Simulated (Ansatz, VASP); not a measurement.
Two plane-wave programs on PdPt2

```xyz
3
Lattice="0.0000 2.9431 2.9431 2.9431 0.0000 2.9431 2.9431 2.9431 0.0000" Properties=species:S:1:pos:R:3 pbc="T T T"
Pd    0.0000    0.0000    0.0000
Pt    1.4715    1.4715    1.4715
Pt    4.4146    4.4146    4.4146
```

Change from the starting cell: species swapped into the Al2Pt type (Fm-3m, No. 225).

Alike in both runs: task single point; functional PBE; k mesh 6 × 6 × 6; occupations gaussian, width 0.1 eV; no spin polarisation.

|  | VASP | Ansatz |
| --- | --- | --- |
| version | VASP 6.6.1 | Ansatz 0.2.0 |
| potentials or method | VASP PAW PBE potentials, release 64 (Pd, Pt) | scalar-relativistic, plane waves, PAW |
| plane-wave cutoff (eV) | 520 | 420 |
| valence electrons in the cell | 30 | 54 |

|  | VASP | Ansatz | Ansatz less VASP |
| --- | --- | --- | --- |
| gap on the k mesh at the Fermi level (eV) | none | none | - |
| pressure (GPa) | 14.1 | 14.6 | +0.56 |

A gap of «none» marks a metal or a gap that the smearing closes. The two sets of potentials don't hold the same shells in valence.

Spin-orbit coupling is left out, which matters for the levels of Pt.
